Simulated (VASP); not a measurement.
# Zr3PdSe4 (P6_3/mmc) in VASP: relaxation of cell and atoms with PBE

Aim: the relaxation of cell and atoms of Zr3PdSe4 with PBE.

Everything below comes from runs of VASP 6.6.1. Logs are shortened: lines on timing, memory, paths and dates and some standing lists are left out, and cuts for length are marked.

### 1 The crystal as given

Symmetry: P6_3/mmc, No. 194, hexagonal system. The conventional cell has a = 7.500 Å, b = 7.500 Å, c = 7.000 Å, α = 90.00°, β = 90.00°, γ = 120.00°. Zr (site symmetry 2/m) is surrounded by 6 Se at 2.78 Å. Pd (site symmetry -3m) is surrounded by 6 Se at 2.78 Å. Se (site symmetry -6m2) has 6 Zr at 2.78 Å as nearest neighbours. Around Se (site symmetry mm2) lie 2 Pd at 2.78 Å and 4 Zr at 2.78 Å.

The cell was built by a generator and needn't be a form met in nature.

### 2 Relaxation of cell and atoms, PBE

Contents of INCAR:

```
SYSTEM = Zr3PdSe4
  PREC = Normal
  ENCUT = 520
  EDIFF = 1E-4
  ISMEAR = 0
  SIGMA = 0.15
  LREAL = Auto
  LASPH = .True.
  NELM = 60
  ALGO = Fast
  ISIF = 3
  LWAVE = .False.
  LCHARG = .False.
  GGA = PE
  IBRION = 2
  NSW = 24
  EDIFFG = -0.08
```

Contents of KPOINTS:

```
Automatic mesh
0
Gamma
  2 2 2
  0 0 0
```

Contents of POSCAR:

```
Zr3PdSe4
1.0
    7.5000000000      0.0000000000      0.0000000000
   -3.7500000000      6.4951905300      0.0000000000
    0.0000000000      0.0000000000      7.0000000000
Zr Pd Se
6 2 8
Direct
    0.5000000000      0.5000000000      0.0000000000
    0.5000000000      0.5000000000      0.5000000000
    0.0000000000      0.5000000000      0.5000000000
    0.0000000000      0.5000000000      0.0000000000
    0.5000000000      0.0000000000      0.0000000000
    0.5000000000      0.0000000000      0.5000000000
    0.0000000000      0.0000000000      0.5000000000
    0.0000000000      0.0000000000      0.0000000000
    0.3333333300      0.6666666700      0.7500000000
    0.1666666500      0.8333333500      0.2500000000
    0.8333333500      0.1666666500      0.7500000000
    0.1666666500      0.3333333000      0.2500000000
    0.8333333500      0.6666667000      0.7500000000
    0.6666667000      0.8333333500      0.2500000000
    0.3333333000      0.1666666500      0.7500000000
    0.6666666700      0.3333333300      0.2500000000
```

Potentials or basis: VASP PAW PBE potentials, release 64 (Zr_sv, Pd, Se).

Run with:

```
$ cat potpaw_PBE.64/Zr_sv/POTCAR potpaw_PBE.64/Pd/POTCAR potpaw_PBE.64/Se/POTCAR > POTCAR
$ mpirun -np 1 vasp_std > vasp.out
```

OUTCAR:

```text
SYSTEM = Zr3PdSe4
   PREC = Normal
   ENCUT = 520
   EDIFF = 1E-4
   ISMEAR = 0
   LREAL = Auto
   LASPH = .True.
   NELM = 60
   ISIF = 3
   GGA = PE
   IBRION = 2
   NSW = 24
   EDIFFG = -0.08

 ion  position               nearest neighbor table
   1  0.500  0.500  0.000-   9 2.78  16 2.78  13 2.78  12 2.78  15 2.78  14 2.78   2 3.50   2 3.50
                             4 3.75   4 3.75   5 3.75   5 3.75
   2  0.500  0.500  0.500-   9 2.78  16 2.78  13 2.78  12 2.78  15 2.78  14 2.78   1 3.50   1 3.50
                             3 3.75   3 3.75   6 3.75   6 3.75
   3  0.000  0.500  0.500-   9 2.78  16 2.78  13 2.78  12 2.78  11 2.78  10 2.78   4 3.50   4 3.50
                             2 3.75   2 3.75   6 3.75   6 3.75
   4  0.000  0.500  0.000-   9 2.78  16 2.78  13 2.78  12 2.78  11 2.78  10 2.78   3 3.50   3 3.50
                             1 3.75   1 3.75   5 3.75   5 3.75
   5  0.500  0.000  0.000-   9 2.78  16 2.78  11 2.78  10 2.78  15 2.78  14 2.78   6 3.50   6 3.50
                             1 3.75   4 3.75   1 3.75   4 3.75
   6  0.500  0.000  0.500-   9 2.78  16 2.78  11 2.78  10 2.78  15 2.78  14 2.78   5 3.50   5 3.50
                             2 3.75   3 3.75   2 3.75   3 3.75
   7  0.000  0.000  0.500-  14 2.78  15 2.78  10 2.78  11 2.78  12 2.78  13 2.78
   8  0.000  0.000  0.000-  14 2.78  15 2.78  10 2.78  11 2.78  12 2.78  13 2.78
   9  0.333  0.667  0.750-   3 2.78   4 2.78   5 2.78   6 2.78   1 2.78   2 2.78
  10  0.167  0.833  0.250-   7 2.78   8 2.78   5 2.78   6 2.78   3 2.78   4 2.78
  11  0.833  0.167  0.750-   7 2.78   8 2.78   5 2.78   6 2.78   3 2.78   4 2.78
  12  0.167  0.333  0.250-   7 2.78   8 2.78   1 2.78   2 2.78   3 2.78   4 2.78
  13  0.833  0.667  0.750-   7 2.78   8 2.78   1 2.78   2 2.78   3 2.78   4 2.78
  14  0.667  0.833  0.250-   7 2.78   8 2.78   5 2.78   6 2.78   1 2.78   2 2.78
  15  0.333  0.167  0.750-   7 2.78   8 2.78   5 2.78   6 2.78   1 2.78   2 2.78
  16  0.667  0.333  0.250-   3 2.78   4 2.78   5 2.78   6 2.78   1 2.78   2 2.78

  LATTYP: Found a hexagonal cell.
 ALAT       =     7.5000000000
 C/A-ratio  =     0.9333333333

  Lattice vectors:

 A1 = (   7.5000000000,   0.0000000000,   0.0000000000)
 A2 = (  -3.7500000000,   6.4951905300,   0.0000000000)
 A3 = (   0.0000000000,   0.0000000000,   7.0000000000)

Analysis of symmetry for initial positions (statically):
=====================================================================
 Subroutine PRICEL returns:
 Original cell was already a primitive cell.

 Routine SETGRP: Setting up the symmetry group for a
 hexagonal supercell.

 Subroutine GETGRP returns: Found 24 space group operations
 (whereof 12 operations were pure point group operations)
 out of a pool of 24 trial point group operations.

The static configuration has the point symmetry D_3d.
 The point group associated with its full space group is D_6h.

Analysis of symmetry for dynamics (positions and initial velocities):
=====================================================================
 Subroutine PRICEL returns:
 Original cell was already a primitive cell.

 Routine SETGRP: Setting up the symmetry group for a
 hexagonal supercell.

 Subroutine GETGRP returns: Found 24 space group operations
 (whereof 12 operations were pure point group operations)
 out of a pool of 24 trial point group operations.

The dynamic configuration has the point symmetry D_3d.
 The point group associated with its full space group is D_6h.

 Subroutine INISYM returns: Found 24 space group operations
 (whereof 12 operations are pure point group operations),
 and found     1 'primitive' translations

----------------------------------------------------------------------------------------

                                     Primitive cell

  volume of cell :     340.9975

  direct lattice vectors                    reciprocal lattice vectors
     7.500000000  0.000000000  0.000000000     0.133333333  0.076980036  0.000000000
    -3.750000000  6.495190530  0.000000000     0.000000000  0.153960072  0.000000000
     0.000000000  0.000000000  7.000000000     0.000000000  0.000000000  0.142857143

  length of vectors
     7.500000000  7.500000001  7.000000000     0.153960072  0.153960072  0.142857143

  position of ions in fractional coordinates (direct lattice)
     0.500000000  0.500000000  0.000000000
     0.500000000  0.500000000  0.500000000
     1.000000000  0.500000000  0.500000000
     1.000000000  0.500000000  0.000000000
     0.500000000  0.000000000  0.000000000
     0.500000000  0.000000000  0.500000000
[... 8 lines left out ...]
     0.333333300  0.166666650  0.750000000
     0.666666670  0.333333330  0.250000000

  ion indices of the primitive-cell ions
   primitive index   ion index
                 1           1
                 2           2
                 3           3
                 4           4
                 5           5
                 6           6
[... 8 lines left out ...]
                15          15
                16          16

----------------------------------------------------------------------------------------

 KPOINTS: Automatic mesh

Automatic generation of k-mesh.
 Grid dimensions read from file:
 generate k-points for:    2    2    2

 Generating k-lattice:

  Cartesian coordinates                     Fractional coordinates (reciprocal lattice)
     0.066666667  0.038490018  0.000000000     0.500000000 -0.000000000  0.000000000
     0.000000000  0.076980036  0.000000000     0.000000000  0.500000000  0.000000000
     0.000000000  0.000000000  0.071428571     0.000000000  0.000000000  0.500000000

  Length of vectors
     0.076980036  0.076980036  0.071428571

  Shift w.r.t. Gamma in fractional coordinates (k-lattice)
     0.000000000  0.000000000  0.000000000

 Subroutine IBZKPT returns following result:
 ===========================================

 Found      4 irreducible k-points:

 Following reciprocal coordinates:
            Coordinates               Weight
  0.000000  0.000000  0.000000      1.000000
  0.500000  0.000000  0.000000      3.000000
  0.000000  0.000000  0.500000      1.000000
  0.500000  0.000000  0.500000      3.000000
   k-points           NKPTS =      4   k-points in BZ     NKDIM =      4   number of bands    NBANDS=     84
   number of dos      NEDOS =    301   number of ions     NIONS =     16
   total plane-waves  NPLWV =  70560
   dimension x,y,z NGX =    42 NGY =   42 NGZ =   40
   dimension x,y,z NGXF=    84 NGYF=   84 NGZF=   80
   ions per type =               6   2   8
   NGX,Y,Z   is equivalent  to a cutoff of   9.31,  9.31,  9.50 a.u.
   NGXF,Y,Z  is equivalent  to a cutoff of  18.62, 18.62, 19.00 a.u.
 SYSTEM =  Zr3PdSe4
   PREC   = normal    normal or accurate (medium, high low for compatibility)
   ISTART =      0    job   : 0-new  1-cont  2-samecut
   ICHARG =      2    charge: 1-file 2-atom 10-const
   ISPIN  =      1    spin polarized calculation?
   LNONCOLLINEAR =      F non collinear calculations
   LSORBIT =      F    spin-orbit coupling
   LASPH  =      T    aspherical Exc in radial PAW
   ENCUT  =  520.0 eV  38.22 Ry    6.18 a.u.  13.95 13.95 13.02*2*pi/ulx,y,z
   NELM   =     60;   NELMIN=  2; NELMDL= -5     # of ELM steps
   EDIFF  = 0.1E-03   stopping-criterion for ELM
   LREAL  =      T    real-space projection
   EDIFFG = -.8E-01   stopping-criterion for IOM
   NSW    =     24    number of steps for IOM
   IBRION =      2    ionic relax: 0-MD 1-quasi-New 2-CG
   NFREE  =      1    steps in history (QN), initial steepest desc. (CG)
   ISIF   =      3    stress and relaxation
   ISYM   =      2    0-nonsym 1-usesym 2-fastsym
   POTIM  = 0.5000    time-step for ionic-motion
   TEBEG  =    0.0;   TEEND  =   0.0 temperature during run
   PSTRESS=    0.0 pullay stress
   NELECT =     140.0000    total number of electrons
   NUPDOWN=      -1.0000    fix difference up-down
   EMIN   =  10.00;   EMAX   =-10.00  energy-range for DOS
   EFERMI =   0.00;   METHOD = LEGACY
   ISMEAR =     0;   SIGMA  =   0.15  broadening in eV -4-tet -1-fermi 0-gaus
   EFERMI_NEDOS =   21; number of points for ismear=-14 and -15
   IALGO  =     68    algorithm
   IMIX   =      4    mixing-type and parameters
     AMIX     =   0.40;   BMIX     =  1.00
     AMIX_MAG =   1.60;   BMIX_MAG =  1.00
  volume/ion in A,a.u.               =      21.31       143.82
  Fermi-wavevector in a.u.,A,eV,Ry     =   1.216747  2.299319 20.143076  1.480474
  Thomas-Fermi vector in A             =   2.352091
   LORBIT       =      0    0 simple, 1 ext, 2 COOP (PROOUT), +10 PAW based schemes
   GGA     = PE    functional components
   LHFCALC =     F    Hartree Fock is set to
   AEXX    =    0.0000 exact exchange contribution
   IVDW    =     0    specifies the selected vdW correction
   LEPSILON=     F    determine dielectric tensor
   LRPA    =     F    only Hartree local field effects (RPA)
 conjugate gradient relaxation of ions
 non-spin polarized calculation
 RMM-DIIS sequential band-by-band and
 Gauss-broadening in eV      SIGMA  =   0.15
  energy-cutoff  :      520.00
  volume of cell :      341.00
 maximum number of plane-waves:      9188
   NGX = 27   NGY = 27   NGZ = 27

--------------------------------------- Ionic step        1  -------------------------------------------

 number of electron     139.9999997 magnetization

 Free energy of the ion-electron system (eV)
  ---------------------------------------------------
  ext. energy  EPLUGINS =         0.00000000
  ---------------------------------------------------
  free energy    TOTEN  =      -105.51323183 eV

  energy without entropy =     -105.31317913  energy(sigma->0) =     -105.41320548

------------------------ aborting loop because EDIFF is reached ----------------------------------------

  FORCE on cell =-STRESS in cart. coord.  units (eV):
  Direction    XX          YY          ZZ          XY          YZ          ZX
  --------------------------------------------------------------------------------------
  -------------------------------------------------------------------------------------
  Total       -7.4741770     -7.4741770     -8.9756770     -0.0000000     -0.0000000      0.0000000
  in kB      -35.1174331    -35.1174331    -42.1722331     -0.0000000     -0.0000000      0.0000000
  external PRESSURE =     -37.4690331 kB  Pullay stress =       0.0000000 kB
[... 185 lines left out ...]
  energy  without entropy=     -105.4714197252  energy(sigma->0) =     -105.56868054

--------------------------------------- Ionic step        5  -------------------------------------------

 number of electron     139.9999954 magnetization

 Free energy of the ion-electron system (eV)
  ---------------------------------------------------
  ext. energy  EPLUGINS =         0.00000000
  ---------------------------------------------------
  free energy    TOTEN  =      -105.66803762 eV

  energy without entropy =     -105.47277342  energy(sigma->0) =     -105.57040552

 E-fermi :   8.1436     XC(G=0): -10.8947

 val. band max:        8.1030725832   @ k =   0.5000   0.0000   0.0000
 cond. band min:       8.1473947668   @ k =   0.5000   0.0000   0.0000
 fundamental gap:      0.0443221836
 Fermi energy:         8.1436042546

 k-point     1 :       0.0000    0.0000    0.0000
  band No.  band energies     occupation
      1     -41.5720      2.00000
      2     -41.5594      2.00000
      3     -41.5594      2.00000
      4     -41.5515      2.00000
      5     -41.5396      2.00000
      6     -41.5396      2.00000
[... 329 lines left out ...]
     81       9.4673      0.00000
     82       9.4673      0.00000
 [bands above 82 left out]

------------------------ aborting loop because EDIFF is reached ----------------------------------------

  FORCE on cell =-STRESS in cart. coord.  units (eV):
  Direction    XX          YY          ZZ          XY          YZ          ZX
  --------------------------------------------------------------------------------------
  -------------------------------------------------------------------------------------
  Total       -0.3864121     -0.3864121     -0.0310679      0.0000000      0.0000000      0.0000000
  in kB       -1.8814407     -1.8814407     -0.1512694      0.0000000      0.0000000      0.0000000
  external PRESSURE =      -1.3047169 kB  Pullay stress =       0.0000000 kB
[... 31 lines left out ...]
  FREE ENERGIE OF THE ION-ELECTRON SYSTEM (eV)
  ---------------------------------------------------
  free  energy   TOTEN  =      -105.6680376244 eV

  energy  without entropy=     -105.4727734220  energy(sigma->0) =     -105.57040552

 reached required accuracy - stopping structural energy minimisation
```

Wall time 6 min (1 thread of Intel Xeon Platinum 8259CL at 2.50GHz (Skylake/Cascade Lake), shared host); peak memory 0.32 GiB.

What came out:

```yaml
Free_energy: -105.6680 eV
Relaxed_volume: 20.57 Å³/atom
Relaxed_cell: a = 7.414 Å, b = 7.414 Å, c = 6.913 Å, α = 90.00°, β = 90.00°, γ = 120.00°
Space_group_after_relaxing_to_0.05_Å: P6_3/mmc (No. 194)
Energy_gained_by_relaxing: 9.7 meV/atom
Ionic_steps: 5
Pressure_after_relaxing: -0.1 GPa
Largest_force_after_relaxing: 0.039 eV/Å
Band_gap_on_the_k_mesh: none (metal or under the smearing width)
```

Forces in eV/Å, atoms in the order of the input:
```
Zr   0.000  0.000  0.000
Zr   0.000  0.000  0.000
Zr   0.000  0.000  0.000
Zr   0.000  0.000  0.000
Zr   0.000  0.000  0.000
Zr   0.000  0.000  0.000
Pd   0.000  0.000  0.000
Pd   0.000  0.000  0.000
Se   0.000  0.000  0.000
Se   0.034 -0.019  0.000
Se  -0.034  0.019  0.000
Se   0.000  0.039  0.000
Se   0.000 -0.039  0.000
Se  -0.034 -0.019  0.000
Se   0.034  0.019  0.000
Se   0.000  0.000  0.000
```

Step by step:
```csv
step,energy change (eV),largest force (eV/Å),pressure (GPa),volume (Å³)
1,0.0000,0.2040,-3.75,341.00
2,0.0008,0.0400,4.21,316.98
3,-0.1527,0.0920,0.06,328.77
4,-0.1527,0.0939,0.00,329.02
5,-0.1548,0.0389,-0.13,329.06
```

Final structure:
```
Zr Pd Se
1.0
     7.41384    0.00000    0.00000
    -3.70692    6.42058    0.00000
     0.00000    0.00000    6.91279
Zr Pd Se
6 2 8
Direct
  0.50000 0.50000 0.00000
  0.50000 0.50000 0.50000
  0.00000 0.50000 0.50000
  0.00000 0.50000 0.00000
  0.50000 0.00000 0.00000
  0.50000 0.00000 0.50000
  0.00000 0.00000 0.50000
  0.00000 0.00000 0.00000
  0.33333 0.66667 0.75000
  0.16735 0.83265 0.25000
  0.83265 0.16735 0.75000
  0.16735 0.33469 0.25000
  0.83265 0.66531 0.75000
  0.66531 0.83265 0.25000
  0.33469 0.16735 0.75000
  0.66667 0.33333 0.25000
```

Caveat: the k mesh is coarse (spacing up to 0.48 Å⁻¹), so the values aren't converged; the relaxation stopped at a loose force limit of 0.08 eV/Å, so its end isn't a converged minimum.
